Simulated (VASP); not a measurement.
All values below come from AM05 GGA, VASP's PBE PAW potentials (set 64) (plane waves; VASP).

VASP input:

**POSCAR**
```
CsPbCl3
5.6808480
  0.9999999980   0.0000000000   0.0000000000
  0.0000000000   0.9999999980   0.0000000000
  0.0000000000   0.0000000000   0.9999999980
Cs Pb Cl
1 1 3
Cart
  0.0000000000   0.0000000000   0.0000000000
  0.4999999990   0.4999999990   0.4999999990
  0.4999999990   0.0000000000   0.4999999990
  0.0000000000   0.4999999990   0.4999999990
  0.4999999990   0.4999999990   0.0000000000
```

### INCAR
```
! general
SYSTEM =CsPbCl3
PREC   =Accurate
ENCUT  =520
LREAL  =.False.
LASPH  =.True.

! electronic loop
EDIFF  =1E-7
NELM   =100
ALGO   =Normal
LMAXMIX=4

! smearing
ISMEAR =-5

! functional
GGA    =AM

! ions
ISIF   =2

! output
LWAVE  =.False.
LCHARG =.True.
LORBIT =11
NEDOS  =601

! other
LEFG   =.True.
```

KPOINTS:
```
Automatic mesh
0
Gamma
5 5 5
0 0 0
```

POTCAR, in this order: Cs_sv Pb_d Cl (PBE.64 set). Program: vasp_std.

Output

File OUTCAR:
```
 ion  position               nearest neighbor table
   1  0.000  0.000  0.000-
   2  0.500  0.500  0.500-   3 2.84   4 2.84   5 2.84   5 2.84   3 2.84   4 2.84
   3  0.500  0.000  0.500-   2 2.84   2 2.84
   4  0.000  0.500  0.500-   2 2.84   2 2.84
   5  0.500  0.500  0.000-   2 2.84   2 2.84
  LATTYP: Found a simple cubic cell.
 ALAT       =     5.6808479888
 Subroutine PRICEL returns:
 Original cell was already a primitive cell.
 Subroutine GETGRP returns: Found 48 space group operations
The static configuration has the point symmetry O_h .
The dynamic configuration has the point symmetry O_h .
 Subroutine INISYM returns: Found 48 space group operations
 Subroutine IBZKPT returns following result:
 Found     10 irreducible k-points:

 Following reciprocal coordinates:
            Coordinates               Weight
  0.000000  0.000000  0.000000      1.000000
  0.200000  0.000000  0.000000      6.000000
  0.400000  0.000000  0.000000      6.000000
  0.200000  0.200000  0.000000     12.000000
  0.400000  0.200000  0.000000     24.000000
  0.400000  0.400000  0.000000     12.000000
  0.200000  0.200000  0.200000      8.000000
  0.400000  0.200000  0.200000     24.000000
  0.400000  0.400000  0.200000     24.000000
  0.400000  0.400000  0.400000      8.000000
   k-points           NKPTS =     10   k-points in BZ     NKDIM =     10   number of bands    NBANDS=     26
   number of dos      NEDOS =    601   number of ions     NIONS =      5
   total plane-waves  NPLWV =  74088
   dimension x,y,z NGX =    42 NGY =   42 NGZ =   42
   dimension x,y,z NGXF=    84 NGYF=   84 NGZF=   84
   ions per type =               1   1   3
   PREC   = accura    normal or accurate (medium, high low for compatibility)
   ISTART =      0    job   : 0-new  1-cont  2-samecut
   ICHARG =      2    charge: 1-file 2-atom 10-const
   ISPIN  =      1    spin polarized calculation?
   LNONCOLLINEAR =      F non collinear calculations
   LSORBIT =      F    spin-orbit coupling
   INIWAV =      1    electr: 0-lowe 1-rand  2-diag
   ENCUT  =  520.0 eV  38.22 Ry    6.18 a.u.  10.56 10.56 10.56*2*pi/ulx,y,z
   NELM   =    100;   NELMIN=  2; NELMDL= -5     # of ELM steps
   EDIFF  = 0.1E-06   stopping-criterion for ELM
   LREAL  =      F    real-space projection
   NLSPLINE    = F    spline interpolate recip. space projectors
   LMAXMIX     =    4 max onsite mixed and CHGCAR
   VOSKOWN=      0    Vosko Wilk Nusair interpolation
   EDIFFG = 0.1E-05   stopping-criterion for IOM
   NSW    =      0    number of steps for IOM
   NBLOCK =      1;   KBLOCK =      1    inner block; outer block
   IBRION =     -1    ionic relax: 0-MD 1-quasi-New 2-CG
   NFREE  =      0    steps in history (QN), initial steepest desc. (CG)
   ISIF   =      2    stress and relaxation
   ISYM   =      2    0-nonsym 1-usesym 2-fastsym
   TEIN   =    0.0    initial temperature
   TEBEG  =    0.0;   TEEND  =   0.0 temperature during run
   SMASS  =  -3.00    Nose mass-parameter (am)
   PSTRESS=    0.0 pullay stress
   NELECT =      44.0000    total number of electrons
   EFERMI =   0.00;   METHOD = LEGACY
   ISMEAR =    -5;   SIGMA  =   0.20  broadening in eV -4-tet -1-fermi 0-gaus
   IALGO  =     38    algorithm
   LDIAG  =      T    sub-space diagonalisation (order eigenvalues)
   IMIX   =      4    mixing-type and parameters
     AMIX     =   0.40;   BMIX     =  1.00
     AMIX_MAG =   1.60;   BMIX_MAG =  1.00
     AMIN     =   0.10
   GGA     = AM    functional components
   VOSKOWN =     0    Vosko Wilk Nusair interpolation
   LHFCALC =     F    Hartree Fock is set to
   LHFONE  =     F    Hartree Fock one center treatment
   AEXX    =    0.0000 exact exchange contribution
   IVDW    =     0    specifies the selected vdW correction
...
```

OSZICAR:
```
       N       E                     dE             d eps       ncg     rms          rms(c)
DAV:   1     0.411034054056E+03    0.41103E+03   -0.19303E+04   520   0.152E+03
DAV:   2     0.297724110551E+02   -0.38126E+03   -0.37426E+03   654   0.344E+02
DAV:   3    -0.164189036862E+02   -0.46191E+02   -0.45996E+02   596   0.130E+02
DAV:   4    -0.181972239589E+02   -0.17783E+01   -0.17729E+01   734   0.328E+01
DAV:   5    -0.182470515430E+02   -0.49828E-01   -0.49804E-01   700   0.403E+00    0.509E+00
DAV:   6    -0.174879620970E+02    0.75909E+00   -0.16694E+00   684   0.149E+01    0.328E+00
DAV:   7    -0.174647725325E+02    0.23190E-01   -0.61760E-01   770   0.458E+00    0.167E+00
DAV:   8    -0.174813939135E+02   -0.16621E-01   -0.80878E-02   746   0.241E+00    0.289E-01
DAV:   9    -0.174820509077E+02   -0.65699E-03   -0.20832E-02   766   0.112E+00    0.137E-01
DAV:  10    -0.174829993700E+02   -0.94846E-03   -0.22716E-03   654   0.327E-01    0.443E-02
DAV:  11    -0.174831623690E+02   -0.16300E-03   -0.28408E-04   624   0.121E-01    0.133E-02
DAV:  12    -0.174831732195E+02   -0.10851E-04   -0.46831E-05   678   0.783E-02    0.806E-03
DAV:  13    -0.174831732188E+02    0.71259E-09   -0.34754E-06   746   0.125E-02    0.371E-03
DAV:  14    -0.174831736373E+02   -0.41852E-06   -0.11685E-06   614   0.125E-02    0.129E-03
DAV:  15    -0.174831735996E+02    0.37700E-07   -0.54006E-08   420   0.317E-03
   1 F= -.17483174E+02 E0= -.17483174E+02  d E =0.000000E+00
```

**OUTCAR**
```
------------------------ aborting loop because EDIFF is reached ----------------------------------------
  FORCE on cell =-STRESS in cart. coord.  units (eV):
  Direction    XX          YY          ZZ          XY          YZ          ZX
  --------------------------------------------------------------------------------------
  Total       -0.1117137     -0.1117137     -0.1117137      0.0000000      0.0000000     -0.0000000
  in kB       -0.9762873     -0.9762873     -0.9762873      0.0000000      0.0000000     -0.0000000
  external PRESSURE =      -0.9762873 kB  Pullay stress =       0.0000000 kB
  volume of cell :      183.33
      direct lattice vectors                 reciprocal lattice vectors
     5.680847989  0.000000000  0.000000000     0.176030058  0.000000000  0.000000000
     0.000000000  5.680847989  0.000000000     0.000000000  0.176030058  0.000000000
     0.000000000  0.000000000  5.680847989     0.000000000  0.000000000  0.176030058
 POSITION                                       TOTAL-FORCE (eV/Angst)
 -----------------------------------------------------------------------------------
      0.00000      0.00000      0.00000         0.000000      0.000000      0.000000
      2.84042      2.84042      2.84042         0.000000      0.000000      0.000000
      2.84042      0.00000      2.84042         0.000000      0.000000      0.000000
      0.00000      2.84042      2.84042         0.000000      0.000000      0.000000
      2.84042      2.84042      0.00000         0.000000      0.000000      0.000000
 -----------------------------------------------------------------------------------
    total drift:                                0.000000     -0.000000     -0.000000
  FREE ENERGIE OF THE ION-ELECTRON SYSTEM (eV)
  ---------------------------------------------------
  free  energy   TOTEN  =       -17.4831735996 eV

  energy  without entropy=      -17.4831735996  energy(sigma->0) =      -17.48317360

 total charge

# of ion       s       p       d       tot
------------------------------------------
    1        1.825   4.716   0.010   6.551
    2        1.506   0.430   9.856  11.793
    3        1.587   3.505   0.000   5.092
    4        1.587   3.505   0.000   5.092
    5        1.587   3.505   0.000   5.092
--------------------------------------------------
tot          8.092  15.662   9.866  33.620

 Electric field gradients after diagonalization (V/A^2)
 (convention: |V_zz| > |V_xx| > |V_yy|)
----------------------------------------------------------------------
 ion       V_xx      V_yy      V_zz     asymmetry (V_yy - V_xx)/ V_zz
----------------------------------------------------------------------
   1      -0.000    -0.000     0.000       0.007
   2      -0.000     0.000    -0.000      -0.616
   3     -46.625   -46.625    93.249       0.000
   4     -46.625   -46.625    93.249       0.000
   5     -46.625   -46.625    93.249       0.000
```
(Selected blocks of OUTCAR.)

The compound is CsPbCl3 in the cubic perovskite structure, the ideal cubic form; the compound distorts at low or room temperature. It was relaxed first.
